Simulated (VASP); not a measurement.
These are PBE GGA, VASP's PBE PAW potentials (set 64) (plane waves; VASP 6.6.1) values and carry that method's errors.

The input files of a VASP run:

KPOINTS:
```
Automatic
0
gamma
  7 7 7
```

POSCAR:
```
Nb3Sn
1
    0.0000000000     3.5491460000     3.5491460000
    3.5491460000     0.0000000000     3.5491460000
    3.5491460000     3.5491460000     0.0000000000
Sn Nb
1 3
Direct
  0.0000000000   0.0000000000   0.0000000000
  0.5000000000   0.5000000000   0.5000000000
  0.2500000000   0.2500000000   0.2500000000
  0.7500000000   0.7500000000   0.7500000000
```

**INCAR**
```
ALGO=Normal
EDIFF=1E-6
ENCUT=400
GGA=PE
ISIF=2
ISMEAR=1
LASPH=.True.
LCHARG=.False.
LMAXMIX=4
LREAL=.False.
LWAVE=.False.
NELM=100
PREC=Accurate
SIGMA=0.1
SYSTEM=Nb3Sn
```

POTCAR, in this order: Sn_d Nb_sv (PBE.64 set). Program: vasp_std.

Unless said otherwise, spin-orbit coupling is left out, though it shifts the bands of the heavy elements here.

Task: Estimate the energy per atom (σ→0), pressure, band gap (on the k-mesh).

Result: 
```json
{
  "energy per atom (σ→0)": "-8.369 eV/atom",
  "band gap (on the k-mesh)": "none (metal, semimetal or under 0.01 eV)",
  "pressure": "-193.5 kbar"
}
```

### OSZICAR
```
...
DAV:   8    -0.334795783133E+02    0.49212E-01   -0.50169E-01  2019   0.419E+00    0.137E+00
DAV:   9    -0.334774604876E+02    0.21178E-02   -0.91175E-02  1848   0.212E+00    0.336E-01
DAV:  10    -0.334767499880E+02    0.71050E-03   -0.11334E-02  1840   0.956E-01    0.120E-01
DAV:  11    -0.334769769061E+02   -0.22692E-03   -0.11353E-03  2024   0.254E-01    0.342E-02
DAV:  12    -0.334769537576E+02    0.23149E-04   -0.27809E-04  1968   0.103E-01    0.136E-02
DAV:  13    -0.334769510517E+02    0.27059E-05   -0.38654E-05  1856   0.412E-02    0.331E-03
DAV:  14    -0.334769508171E+02    0.23457E-06   -0.23715E-06  1257   0.984E-03
   1 F= -.33476951E+02 E0= -.33475671E+02  d E =-.383974E-02
```

The structure was generated: Nb3Sn was put into the D03 type (Fm-3m), which need not be its known phase. The cell was not relaxed at this level. The electron count is odd and the run is not spin-polarised, which forces a metal.
